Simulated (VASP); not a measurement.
Consider the following.

```
CsCl
1.0
    3.79505     0.00000     0.00000
    0.00000     3.79505     0.00000
    0.00000     0.00000     3.79505
Cs Cl
1 1
Direct
  0.00000   0.00000   0.00000
  0.50000   0.50000   0.50000
```

Computed with LDA (Ceperley-Alder, Perdew-Zunger), VASP's LDA PAW potentials (set 64) (plane waves; VASP 6.6.1). Numerical set-up: 500 eV cut-off, 7×7×7 Γ-centred mesh, Gaussian smearing of 0.050 eV, potentials Cs_sv Cl.

Energy and stress use the plane-wave basis of the starting cell.

Task: The ions, cell shape and volume at an external pressure of 10.0 GPa are relaxed. What does this cell relax into?

Result: 
```
CsCl
1.0
    3.68909     0.00000     0.00000
    0.00000     3.68909     0.00000
    0.00000     0.00000     3.68909
Cs Cl
1 1
Direct
  0.00000   0.00000   0.00000
  0.50000   0.50000   0.50000
```
Space group Pm-3m (221), at a tolerance of 0.03 Å.

Task: How do energy and volume change from the first to the last step?

Result: The energy (σ→0) changes by +101.4 meV/atom and the volume by -8.1 %, in 3 ionic steps.

The compound is CsCl in the CsCl type structure. This run relaxes it under an external pressure of 10 GPa. Symmetry was kept, so distortions that lower it aren't found.
